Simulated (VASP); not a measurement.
The input files of a VASP run:

KPOINTS:
```
kpoints
0
Gamma
 10 10 5
0 0 0
```

POSCAR:
```
TiSe2
1
    1.8176539174    -3.1482690128     0.0000000000
    1.8176539174     3.1482690128     0.0000000000
    0.0000000000     0.0000000000     6.3173798020
Ti Se
1 2
Direct
  0.0000000000   0.0000000000   0.0000000000
  0.3333330000   0.6666670000   0.2429123929
  0.6666670000   0.3333330000   0.7570876071
```

INCAR:
```
SIGMA  =  0.1   # width (eV)
NELM  =  100
EDIFF  =  1E-7   # SCF stop (eV)
ISMEAR  =  1
LREAL  =  .FALSE.   # projection in real space or not
EDIFFG  =  -0.01
AGGAC  =  0.0
LUSE_VDW  =  .TRUE.
ALGO  =  Normal   # blocked Davidson
ENCUT  =  520
LWAVE  =  .FALSE.
LASPH  =  .TRUE.   # aspherical one-centre terms
PREC  =  Accurate
GGA  =  ML
IBRION  =  2   # conjugate gradients
ISIF  =  4   # ions and shape, fixed volume
NSW  =  30
ZAB_VDW  =  -1.8867
LMAXMIX  =  4   # l cut-off of mixed one-centre charges
LCHARG  =  .FALSE.
SYSTEM  =  TiSe2
```

POTCAR, in this order: Ti_sv Se (PBE.64 set). Program: vasp_std.

Translate this vdW-DF2 calculation to Quantum ESPRESSO's pw.x.

One equivalent input (not run):
```
&CONTROL
  calculation = 'vc-relax'
  pseudo_dir = './pseudo'
  outdir = './out'
  tprnfor = .true.
  tstress = .true.
  nstep = 30
  forc_conv_thr = 0.00039
/
&SYSTEM
  ibrav = 0
  nat = 3
  ntyp = 2
  ecutwfc = 86
  occupations = 'smearing'
  smearing = 'methfessel-paxton'
  degauss = 0.00735
  input_dft = 'vdw-df2'
/
&ELECTRONS
  conv_thr = 7.3e-09
  electron_maxstep = 100
/
&IONS
/
&CELL
  cell_dofree = 'shape'
/
ATOMIC_SPECIES
  Ti 47.867 Ti.upf
  Se 78.971 Se.upf
CELL_PARAMETERS angstrom
     1.8176539   -3.1482690    0.0000000
     1.8176539    3.1482690    0.0000000
     0.0000000    0.0000000    6.3173798
ATOMIC_POSITIONS crystal
  Ti   0.0000000  0.0000000  0.0000000
  Se   0.3333330  0.6666670  0.2429124
  Se   0.6666670  0.3333330  0.7570876
K_POINTS automatic
  10 10 5 0 0 0
```
The two are equivalent in intent, not identical: the potentials are each code's own (VASP's PAW set, PseudoDojo norm-conserving files in pw.x), so ENCUT and ecutwfc are chosen apart and not converted; conv_thr bounds pw.x's estimated SCF error, while EDIFF bounds the energy change between steps; forc_conv_thr acts on force components and is met together with etot_conv_thr.

The compound is TiSe2 in the 1T layered structure. This cell is one point of a volume scan, at 0.97 of the reference volume. Symmetry was kept, so distortions that lower it aren't found.
